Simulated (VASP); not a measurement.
These are LDA (Ceperley-Alder, Perdew-Zunger), VASP's LDA PAW potentials (set 64) (plane waves; VASP 6.6.1) values and carry that method's errors.

VASP ran on this input.

File KPOINTS:
```
Regular mesh
0
Gamma
  7 7 5
0 0 0
```

POSCAR:
```
La2O3
1
    1.8754086908    -3.2482969907    -0.0000000000
    1.8754086908     3.2482969907     0.0000000000
    0.0000000000    -0.0000000000     5.0708306615
La O
2 3
Direct
  0.3333330000   0.6666670000   0.2233157305
  0.6666670000   0.3333330000   0.7766842695
  0.0000000000   0.0000000000   1.0000000000
  0.3333330000   0.6666670000   0.6623548107
  0.6666670000   0.3333330000   0.3376451893
```

### INCAR
```
ENCUT  =  620   # plane-wave cut-off (eV)
EDIFFG  =  -0.02
LASPH  =  T
NELM  =  100
PSTRESS  =  450
PREC  =  Accurate
ALGO  =  Normal   # blocked Davidson
SYSTEM  =  La2O3
ISIF  =  3
LCHARG  =  F
IBRION  =  2   # conjugate gradients
EDIFF  =  1E-6
LMAXMIX  =  6
ISMEAR  =  0
SIGMA  =  0.05   # width (eV)
NSW  =  40   # most ionic steps
LREAL  =  F
LWAVE  =  F
```

POTCAR, in this order: La O (LDA.64 set). Program: vasp_std.

What VASP printed:

**OUTCAR**
```
 ion  position               nearest neighbor table
   1  0.333  0.667  0.223-   4 2.23   5 2.24   5 2.24   5 2.24   3 2.44   3 2.44   3 2.44   2 3.13
                             2 3.13   2 3.13   2 3.54   2 3.54   2 3.54
   2  0.667  0.333  0.777-   5 2.23   4 2.24   4 2.24   4 2.24   3 2.44   3 2.44   3 2.44   1 3.13
                             1 3.13   1 3.13   1 3.54   1 3.54   1 3.54
   3  0.000  0.000  0.000-   1 2.44   2 2.44   2 2.44   1 2.44   2 2.44   1 2.44
   4  0.333  0.667  0.662-   1 2.23   2 2.24   2 2.24   2 2.24
   5  0.667  0.333  0.338-   2 2.23   1 2.24   1 2.24   1 2.24
  LATTYP: Found a hexagonal cell.
 ALAT       =     3.7508120584
 C/A-ratio  =     1.3519287510
 Subroutine PRICEL returns:
 Original cell was already a primitive cell.
 Subroutine GETGRP returns: Found 12 space group operations
The static configuration has the point symmetry D_3d.
The dynamic configuration has the point symmetry D_3d.
 Subroutine INISYM returns: Found 12 space group operations
 Subroutine IBZKPT returns following result:
 Found     32 irreducible k-points:

 Following reciprocal coordinates:
            Coordinates               Weight
  0.000000  0.000000  0.000000      1.000000
  0.142857  0.000000  0.000000      6.000000
  0.285714 -0.000000  0.000000      6.000000
  0.428571  0.000000  0.000000      6.000000
  0.142857  0.142857  0.000000      6.000000
  0.285714  0.142857  0.000000     12.000000
  0.428571  0.142857  0.000000      6.000000
  0.285714  0.285714  0.000000      6.000000
  0.000000  0.000000  0.200000      2.000000
  0.142857  0.000000  0.200000      6.000000
  0.000000  0.142857  0.200000      6.000000
  0.285714 -0.000000  0.200000      6.000000
 -0.000000  0.285714  0.200000      6.000000
  0.428571  0.000000  0.200000      6.000000
  0.000000  0.428571  0.200000      6.000000
  0.142857  0.142857  0.200000     12.000000
  0.285714  0.142857  0.200000     12.000000
 -0.142857  0.428571  0.200000     12.000000
  0.428571  0.142857  0.200000     12.000000
  0.285714  0.285714  0.200000     12.000000
  0.000000  0.000000  0.400000      2.000000
  0.142857  0.000000  0.400000      6.000000
  0.000000  0.142857  0.400000      6.000000
  0.285714 -0.000000  0.400000      6.000000
 -0.000000  0.285714  0.400000      6.000000
  0.428571  0.000000  0.400000      6.000000
  0.000000  0.428571  0.400000      6.000000
  0.142857  0.142857  0.400000     12.000000
  0.285714  0.142857  0.400000     12.000000
 -0.142857  0.428571  0.400000     12.000000
  0.428571  0.142857  0.400000     12.000000
  0.285714  0.285714  0.400000     12.000000
   k-points           NKPTS =     32   k-points in BZ     NKDIM =     32   number of bands    NBANDS=     24
   number of dos      NEDOS =    301   number of ions     NIONS =      5
   total plane-waves  NPLWV =  37800
   dimension x,y,z NGX =    30 NGY =   30 NGZ =   42
   dimension x,y,z NGXF=    60 NGYF=   60 NGZF=   84
   ions per type =               2   3
   PREC   = accura    normal or accurate (medium, high low for compatibility)
   ISTART =      0    job   : 0-new  1-cont  2-samecut
   ICHARG =      2    charge: 1-file 2-atom 10-const
   ISPIN  =      1    spin polarized calculation?
   LNONCOLLINEAR =      F non collinear calculations
   LSORBIT =      F    spin-orbit coupling
   INIWAV =      1    electr: 0-lowe 1-rand  2-diag
   ENCUT  =  620.0 eV  45.57 Ry    6.75 a.u.   7.62  7.62 10.30*2*pi/ulx,y,z
   NELM   =    100;   NELMIN=  2; NELMDL= -5     # of ELM steps
   EDIFF  = 0.1E-05   stopping-criterion for ELM
   LREAL  =      F    real-space projection
   NLSPLINE    = F    spline interpolate recip. space projectors
   LMAXMIX     =    6 max onsite mixed and CHGCAR
   VOSKOWN=      0    Vosko Wilk Nusair interpolation
   EDIFFG = -.2E-01   stopping-criterion for IOM
...
```

### OSZICAR
```
       N       E                     dE             d eps       ncg     rms          rms(c)
DAV:   1     0.481345276292E+03    0.48135E+03   -0.17526E+04  1632   0.313E+03
DAV:   2     0.114781876444E+03   -0.36656E+03   -0.36043E+03  2080   0.453E+02
DAV:   3    -0.264779694682E+02   -0.14126E+03   -0.13916E+03  2888   0.249E+02
DAV:   4    -0.484551084830E+02   -0.21977E+02   -0.21963E+02  2800   0.108E+02
DAV:   5    -0.494941679598E+02   -0.10391E+01   -0.10385E+01  2848   0.266E+01    0.168E+01
DAV:   6    -0.442991689557E+02    0.51950E+01   -0.42156E+01  2480   0.462E+01    0.874E+00
DAV:   7    -0.441761409125E+02    0.12303E+00   -0.36972E+00  3008   0.227E+01    0.481E+00
DAV:   8    -0.440901942567E+02    0.85947E-01   -0.48566E-01  2792   0.728E+00    0.972E-01
DAV:   9    -0.440777197967E+02    0.12474E-01   -0.94122E-02  2856   0.278E+00    0.238E-01
DAV:  10    -0.440780802681E+02   -0.36047E-03   -0.85237E-03  2712   0.823E-01    0.101E-01
DAV:  11    -0.440782112029E+02   -0.13093E-03   -0.18674E-03  3064   0.382E-01    0.653E-02
DAV:  12    -0.440781715735E+02    0.39629E-04   -0.51923E-04  2576   0.170E-01    0.274E-02
DAV:  13    -0.440781832407E+02   -0.11667E-04   -0.16246E-04  2640   0.974E-02    0.168E-02
DAV:  14    -0.440781781154E+02    0.51254E-05   -0.38661E-05  2760   0.594E-02    0.486E-03
DAV:  15    -0.440781780261E+02    0.89317E-07   -0.58002E-06  1992   0.188E-02
   1 F= -.26725653E+02 E0= -.26725653E+02  d E =-.267257E+02
```

### OUTCAR
```
------------------------ aborting loop because EDIFF is reached ----------------------------------------
  FORCE on cell =-STRESS in cart. coord.  units (eV):
  Direction    XX          YY          ZZ          XY          YZ          ZX
  --------------------------------------------------------------------------------------
  Total       17.4074232     17.4073573     17.3841108      0.0000000      0.0000000      0.0000000
  in kB      451.4236554    451.4219469    450.8190976      0.0000000      0.0000000      0.0000000
  external PRESSURE =       1.2215667 kB  Pullay stress =     450.0000000 kB
  volume of cell :       61.78
      direct lattice vectors                 reciprocal lattice vectors
     1.875408691 -3.248296991  0.000000000     0.266608554 -0.153926812  0.000000000
     1.875408691  3.248296991  0.000000000     0.266608554  0.153926812  0.000000000
     0.000000000  0.000000000  5.070830661     0.000000000  0.000000000  0.197206349
 POSITION                                       TOTAL-FORCE (eV/Angst)
 -----------------------------------------------------------------------------------
      1.87541      1.08277      1.13240        -0.000000      0.000000      0.006316
      1.87541     -1.08277      3.93843        -0.000000      0.000000     -0.006316
      0.00000      0.00000      0.00000         0.000000      0.000000      0.000000
      1.87541      1.08277      3.35869         0.000000      0.000000      0.012942
      1.87541     -1.08277      1.71214        -0.000000     -0.000000     -0.012942
 -----------------------------------------------------------------------------------
    total drift:                               -0.000000      0.000000      0.000000
  FREE ENERGIE OF THE ION-ELECTRON SYSTEM (eV)
  ---------------------------------------------------
  free  energy   TOTEN  =       -44.0781780261 eV

  energy  without entropy=      -44.0781780261  energy(sigma->0) =      -44.07817803
  enthalpy is  TOTEN    =       -26.7256526274 eV   P V=       17.3525253987

 reached required accuracy - stopping structural energy minimisation
```
(Selected blocks of OUTCAR.)

The compound is La2O3 in the a-type structure. It was relaxed first under an external pressure of 45 GPa.
